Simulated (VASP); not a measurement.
Given:

```
Eu
1.0
   -2.21014     2.21014     2.21014
    2.21014    -2.21014     2.21014
    2.21014     2.21014    -2.21014
Eu
1
Direct
  0.00000   0.00000   0.00000
```

These are PBE GGA, VASP's PBE PAW potentials (set 64) (plane waves; VASP) values and carry that method's errors. Numerical set-up: 300 eV cut-off, 11×11×11 Γ-centred mesh, Gaussian smearing of 0.20 eV, potentials Eu.

At this cut-off the stress carries a Pulay error, which pulls relaxed volumes low. The run has a spin-polarised start.

Give the stress tensor in GPa (positive for a compressed cell).

```
-2.39   0.00   0.00
 0.00  -2.39   0.00
 0.00   0.00  -2.39
```
The pressure is its mean diagonal, -2.39 GPa.

The structure comes from a computed database's Eu entry; how it stands against other phases isn't given here. The cell was not relaxed at this level.
